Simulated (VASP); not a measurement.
Level of theory: PBE GGA, VASP's PBE PAW potentials (set 64) (plane waves; VASP 6.6.1).

VASP input:

### KPOINTS
```
Automatic mesh
0
gamma
6 6 6
```

### POSCAR
```
KI
1
    0.0000000000     3.5937350756     3.5937350756
    3.5937350756     0.0000000000     3.5937350756
    3.5937350756     3.5937350756     0.0000000000
K I
1 1
Direct
  0.0000000000   0.0000000000   0.0000000000
  0.5000000000   0.5000000000   0.5000000000
```

INCAR:
```
SYSTEM = KI
PREC = Accurate
ENCUT = 520
EDIFF = 1E-6
NELM = 100
ALGO = Normal
LREAL = .FALSE.
LASPH = .TRUE.
ISMEAR = 0
SIGMA = 0.05
GGA = PE
LMAXMIX = 4
LWAVE = .FALSE.
LCHARG = .TRUE.
```

POTCAR, in this order: K_sv I (PBE.64 set). Program: vasp_std.

Output

File OSZICAR:
```
       N       E                     dE             d eps       ncg     rms          rms(c)
DAV:   1     0.951532615103E+02    0.95153E+02   -0.66321E+03   384   0.114E+03
DAV:   2     0.719342788664E+00   -0.94434E+02   -0.89183E+02   480   0.243E+02
DAV:   3    -0.530878517434E+01   -0.60281E+01   -0.60045E+01   484   0.582E+01
DAV:   4    -0.565363873072E+01   -0.34485E+00   -0.34434E+00   704   0.120E+01
DAV:   5    -0.565551111606E+01   -0.18724E-02   -0.18723E-02   512   0.800E-01    0.277E+00
DAV:   6    -0.556421974637E+01    0.91291E-01   -0.13289E-01   472   0.220E+00    0.203E+00
DAV:   7    -0.555818269127E+01    0.60371E-02   -0.13645E-01   480   0.205E+00    0.802E-01
DAV:   8    -0.556439166903E+01   -0.62090E-02   -0.14584E-02   492   0.885E-01    0.106E-01
DAV:   9    -0.556497871487E+01   -0.58705E-03   -0.12768E-03   508   0.225E-01    0.682E-02
DAV:  10    -0.556515022361E+01   -0.17151E-03   -0.18726E-04   476   0.960E-02    0.174E-02
DAV:  11    -0.556516709213E+01   -0.16869E-04   -0.35890E-05   476   0.377E-02    0.129E-02
DAV:  12    -0.556516855422E+01   -0.14621E-05   -0.43434E-06   464   0.167E-02    0.101E-02
DAV:  13    -0.556516896711E+01   -0.41289E-06   -0.10239E-06   348   0.668E-03
   1 F= -.55651690E+01 E0= -.55651690E+01  d E =-.646482E-11
```

**OUTCAR**
```
------------------------ aborting loop because EDIFF is reached ----------------------------------------
  FORCE on cell =-STRESS in cart. coord.  units (eV):
  Direction    XX          YY          ZZ          XY          YZ          ZX
  --------------------------------------------------------------------------------------
  Total       -0.0016565     -0.0016565     -0.0016565     -0.0000000      0.0000000      0.0000000
  in kB       -0.0285911     -0.0285911     -0.0285911     -0.0000000      0.0000000      0.0000000
  external PRESSURE =      -0.0285911 kB  Pullay stress =       0.0000000 kB
  volume of cell :       92.83
      direct lattice vectors                 reciprocal lattice vectors
     0.000000000  3.593735076  3.593735076    -0.139131013  0.139131013  0.139131013
     3.593735076  0.000000000  3.593735076     0.139131013 -0.139131013  0.139131013
     3.593735076  3.593735076  0.000000000     0.139131013  0.139131013 -0.139131013
  FREE ENERGIE OF THE ION-ELECTRON SYSTEM (eV)
  ---------------------------------------------------
  free  energy   TOTEN  =        -5.5651689671 eV

  energy  without entropy=       -5.5651689671  energy(sigma->0) =       -5.56516897
```
(Selected blocks of OUTCAR.)

**OUTCAR**
```
 val. band max:       -0.6719922772   @ k =   0.0000   0.0000   0.0000

 cond. band min:       3.1753274826   @ k =   0.0000   0.0000   0.0000


 Fermi energy:        -0.4603329164

 k-point     1 :       0.0000    0.0000    0.0000
  band No.  band energies     occupation
      1     -29.2681      2.00000
      2     -12.7495      2.00000
      3     -12.7495      2.00000
      4     -12.7495      2.00000
      5     -11.1010      2.00000
      6      -0.6720      2.00000
      7      -0.6720      2.00000
      8      -0.6720      2.00000
      9       3.1753      0.00000
     10       5.8403      0.00000
     11       5.8403      0.00000
     12       5.8403      0.00000

 k-point     2 :       0.1667    0.0000    0.0000
  band No.  band energies     occupation
      1     -29.2677      2.00000
      2     -12.7786      2.00000
      3     -12.7501      2.00000
      4     -12.7501      2.00000
      5     -11.0452      2.00000
      6      -1.0523      2.00000
      7      -0.7510      2.00000
      8      -0.7510      2.00000
      9       3.7711      0.00000
     10       5.7461      0.00000
     11       6.1168      0.00000
     12       6.1168      0.00000

 k-point     3 :       0.3333    0.0000    0.0000
  band No.  band energies     occupation
      1     -29.2670      2.00000
      2     -12.8321      2.00000
      3     -12.7511      2.00000
      4     -12.7511      2.00000
      5     -10.9365      2.00000
      6      -1.6361      2.00000
      7      -0.8984      2.00000
      8      -0.8984      2.00000
      9       4.5874      0.00000
     10       6.2192      0.00000
     11       6.7798      0.00000
     12       6.7798      0.00000

 k-point     4 :       0.5000    0.0000    0.0000
  band No.  band energies     occupation
      1     -29.2666      2.00000
      2     -12.8570      2.00000
      3     -12.7516      2.00000
      4     -12.7516      2.00000
      5     -10.8833      2.00000
      6      -1.8786      2.00000
...
```

Unless said otherwise, spin-orbit coupling is left out, though it shifts the bands of the heavy elements here.

The compound is KI in the rock salt structure. It was relaxed first, which changed the volume by +5 %.
